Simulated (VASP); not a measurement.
A convergence study with VASP on Si (diamond): a few settings are varied, all else stays as given below, so the limit is that of these other settings.

```
CELL_PARAMETERS angstrom
      0.00000     2.71550     2.71550
      2.71550     0.00000     2.71550
      2.71550     2.71550     0.00000
ATOMIC_POSITIONS crystal
  Si 0.00000 0.00000 0.00000
  Si 0.25000 0.25000 0.25000
```

Level of theory: PBEsol GGA, VASP's PBE PAW potentials (set 64) (plane waves; VASP). The last row used: 550 eV cut-off, 15×15×15 Γ-centred mesh, second-order Methfessel-Paxton smearing of 0.40 eV, potentials Si.

Gaps are read on the run's mesh, which can miss a band edge.

| setting | E (eV/atom) | pressure (GPa) | gap on the mesh (eV) | irreducible k-points |
|---|---|---|---|---|
| ISMEAR = -1, SIGMA = 0.01, 4×4×4 mesh | -5.6476 | 0.90 | 0.564 | 8 |
| ISMEAR = -1, SIGMA = 0.1, 4×4×4 mesh | -5.6469 | 0.84 | 0.567 | 8 |
| ISMEAR = 0, SIGMA = 0.01, 4×4×4 mesh | -5.6476 | 0.90 | 0.564 | 8 |
| ISMEAR = 0, SIGMA = 0.2, 4×4×4 mesh | -5.6473 | 0.87 | 0.565 | 8 |
| ISMEAR = 1, SIGMA = 0.05, 4×4×4 mesh | -5.6476 | 0.90 | 0.564 | 8 |
| ISMEAR = 1, SIGMA = 0.2, 4×4×4 mesh | -5.6473 | 0.90 | 0.564 | 8 |
| ISMEAR = 2, SIGMA = 0.05, 4×4×4 mesh | -5.6475 | 0.90 | 0.564 | 8 |
| ISMEAR = 2, SIGMA = 0.2, 4×4×4 mesh | -5.6474 | 0.89 | 0.565 | 8 |
| ISMEAR = -1, SIGMA = 0.01, 9×9×9 mesh | -5.7457 | 0.25 | 0.466 | 35 |
| ISMEAR = -1, SIGMA = 0.2, 9×9×9 mesh | -5.7438 | 0.18 | 0.470 | 35 |
| ISMEAR = 0, SIGMA = 0.01, 9×9×9 mesh | -5.7457 | 0.25 | 0.466 | 35 |
| ISMEAR = 0, SIGMA = 0.4, 9×9×9 mesh | -5.7449 | 0.21 | 0.468 | 35 |
| ISMEAR = 1, SIGMA = 0.05, 9×9×9 mesh | -5.7457 | 0.25 | 0.466 | 35 |
| ISMEAR = 1, SIGMA = 0.4, 9×9×9 mesh | -5.7457 | 0.26 | 0.465 | 35 |
| ISMEAR = 2, SIGMA = 0.05, 9×9×9 mesh | -5.7457 | 0.25 | 0.466 | 35 |
| ISMEAR = 2, SIGMA = 0.4, 9×9×9 mesh | -5.7457 | 0.26 | 0.466 | 35 |
| ISMEAR = -1, SIGMA = 0.05, 15×15×15 mesh | -5.7466 | 0.25 | 0.467 | 120 |
| ISMEAR = -1, SIGMA = 0.2, 15×15×15 mesh | -5.7447 | 0.19 | 0.470 | 120 |
| ISMEAR = 0, SIGMA = 0.1, 15×15×15 mesh | -5.7466 | 0.25 | 0.467 | 120 |
| ISMEAR = 0, SIGMA = 0.4, 15×15×15 mesh | -5.7459 | 0.22 | 0.469 | 120 |
| ISMEAR = 1, SIGMA = 0.1, 15×15×15 mesh | -5.7466 | 0.25 | 0.467 | 120 |
| ISMEAR = 1, SIGMA = 0.4, 15×15×15 mesh | -5.7467 | 0.25 | 0.467 | 120 |
| ISMEAR = 2, SIGMA = 0.1, 15×15×15 mesh | -5.7466 | 0.25 | 0.467 | 120 |
| ISMEAR = 2, SIGMA = 0.4, 15×15×15 mesh | -5.7466 | 0.25 | 0.467 | 120 |

Left out are rungs that failed or repeat a setting and relaxations that didn't move; long series are thinned to 24 rows.

The compound is Si in the diamond structure. The cell was not relaxed at this level.
